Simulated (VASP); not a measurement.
# InBiO4: relaxation of cell and atoms with PBE

Crystal: InBiO4.

```
In Bi O
1.0
     3.88823    0.00000    0.00000
     0.00000    3.88823    0.00000
     0.00000    0.00000    7.59408
In Bi O
1 1 4
Cartesian
  1.9441 1.9441 0.0000
  0.0000 0.0000 0.0000
  1.9441 1.9441 3.7970
  1.9441 0.0000 3.7970
  0.0000 1.9441 3.7970
  0.0000 0.0000 3.7970
```

The cell was built by a generator and needn't be a form met in nature.

```json
{
  "Program": "VASP 6.6.1",
  "Task": "relaxation of cell and atoms",
  "Functional": "PBE",
  "Potentials or basis": "VASP PAW PBE potentials, release 64 (In_d, Bi_d, O)",
  "Cutoff": "520 eV",
  "k mesh": "4 × 4 × 2",
  "Occupations": "gaussian, width 0.15 eV",
  "Spin": "no spin polarisation",
  "Further INCAR settings": "PREC = Normal; ALGO = Fast; EDIFF = 0.0001; IBRION = 2; EDIFFG = -0.08; NSW = 24; ISIF = 3"
}
```

```json
{
 "Relaxed volume": "13.97 Å³/atom",
 "Relaxed cell": "a = 4.259 Å, b = 4.259 Å, c = 4.621 Å, α = 90.00°, β = 90.00°, γ = 90.00°",
 "Space group after relaxing (to 0.05 Å)": "P4/mmm (No. 123)",
 "Energy gained by relaxing": "658.3 meV/atom",
 "Ionic steps": "16",
 "Pressure after relaxing": "0.0 GPa",
 "Band gap on the k mesh": "none (metal or under the smearing width)"
}
```

Stress tensor (GPa, compression positive):
```
 0.19  0.00  0.00
 0.00  0.19  0.00
 0.00  0.00 -0.49
```

The path:
```csv
step,energy change (eV),largest force (eV/Å),pressure (GPa),volume (Å³)
1,0.0000,0.0000,2.79,114.81
2,-0.1548,0.0000,-3.41,120.30
3,-0.1577,0.0000,-2.89,119.66
4,-0.3101,0.0000,-3.55,115.75
5,-1.2235,0.0000,-4.07,103.75
6,-3.8026,0.0000,7.21,78.54
7,-3.8004,0.0000,8.94,77.96
8,-3.8156,0.0000,7.89,78.28
9,-3.8678,0.0000,6.25,79.45
10,-3.9432,0.0000,0.67,83.03
11,-3.9451,0.0000,0.22,83.66
12,-3.9413,0.0000,-1.49,84.66
13,-3.9446,0.0000,-0.60,83.96
14,-3.9448,0.0000,-0.53,83.84
15,-3.9466,0.0000,-0.31,83.84
16,-3.9498,0.0000,-0.04,83.83
```

Final structure:
```
In Bi O
1.0
     4.25938    0.00000    0.00000
     0.00000    4.25938    0.00000
     0.00000    0.00000    4.62090
In Bi O
1 1 4
Cartesian
  2.1297 2.1297 0.0000
  0.0000 0.0000 0.0000
  2.1297 2.1297 2.3104
  2.1297 0.0000 2.3104
  0.0000 2.1297 2.3104
  0.0000 0.0000 2.3104
```

Levels at points of the mesh, in eV from the Fermi level:
| k point | band 23 | band 24 | band 25 | band 26 | band 27 | band 28 | band 29 | band 30 |
| --- | --- | --- | --- | --- | --- | --- | --- | --- |
| (0.00, 0.00, 0.00) | -1.14 | -1.00 | -0.01 | -0.01 | 1.08 | 1.08 | 1.80 | 1.80 |
| (0.50, 0.00, 0.00) | -1.74 | -1.66 | -1.17 | -1.13 | 1.38 | 1.45 | 1.72 | 3.67 |
| (0.50, 0.50, 0.00) | -2.06 | -2.06 | -1.82 | -1.56 | -1.52 | -1.52 | -1.52 | -1.28 |
| (0.00, 0.00, 0.50) | -0.89 | -0.82 | -0.82 | 1.10 | 1.10 | 1.64 | 1.81 | 1.81 |
| (0.50, 0.00, 0.50) | -1.82 | -1.13 | -1.11 | -0.66 | 1.02 | 1.42 | 1.46 | 2.96 |
| (0.50, 0.50, 0.50) | -1.96 | -1.93 | -1.57 | -1.52 | -1.48 | -0.05 | -0.05 | 0.72 |

Wall time 3.9 min on 1 thread of Intel(R) Xeon(R) Platinum 8259CL CPU @ 2.50GHz (Skylake/Cascade Lake), with other jobs on the host, peak memory 0.19 GiB.

Caveat: the k mesh is coarse (spacing up to 0.41 Å⁻¹), so the values aren't converged; the volume moved by over 15 % at a fixed basis, so the end points are rough; spin-orbit coupling is left out, which moves the levels of the heavy elements; the relaxation stopped at a loose force limit of 0.08 eV/Å, so its end isn't a converged minimum.
